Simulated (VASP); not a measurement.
Consider the following.

```xyz
3
Lattice="0.0000 2.5240 2.5240 2.5240 0.0000 2.5240 2.5240 2.5240 0.0000" Properties=species:S:1:pos:R:3 pbc="T T T"
Hf     0.0000     0.0000     0.0000
O      1.2620     1.2620     1.2620
O      3.7859     3.7859     3.7859
```

Calculation: PBE GGA with D3 dispersion (Becke-Johnson damping), VASP's PBE PAW potentials (set 64) (plane waves; VASP 6.6.1). Run with 520 eV cut-off, Gaussian smearing of 0.050 eV, potentials Hf_pv O.

Unless said otherwise, spin-orbit coupling is left out, though it shifts the bands of the heavy elements here.

Q: What does the run give for the band gap (along the path) with the smallest direct gap where there is one?

A: 
```
Property                               Result
------------------------------------  -------
band gap (along the path)             3.84 eV
smallest direct gap (along the path)  3.84 eV
```

The absolute energy has meaning only against runs of the same code, potentials and settings.

The compound is HfO2 in the fluorite structure, the high-temperature cubic form, which is unstable at 0 K; the monoclinic form is the stable one. It was relaxed first.
